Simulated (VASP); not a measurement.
Consider the following.

```
CELL_PARAMETERS angstrom
      0.00000     2.73186     2.73186
      2.73186     0.00000     2.73186
      2.73186     2.73186     0.00000
ATOMIC_POSITIONS crystal
  Mg 0.00000 0.00000 0.00000
  Se 0.50000 0.50000 0.50000
```

Method: r2SCAN meta-GGA, VASP's PBE PAW potentials (set 64) (plane waves; VASP 6.6.1). Run with PREC = Normal, EDIFF = 1E-5, 400 eV cut-off, 9×9×9 Γ-centred mesh, Gaussian smearing of 0.050 eV, potentials Mg Se.

Q: Predict the energy per atom (σ→0).

A: 
* **energy per atom (σ→0)**: -10.689 eV/atom

The absolute energy has meaning only against runs of the same code, potentials and settings.

The compound is MgSe in the rock salt structure. It was relaxed first.
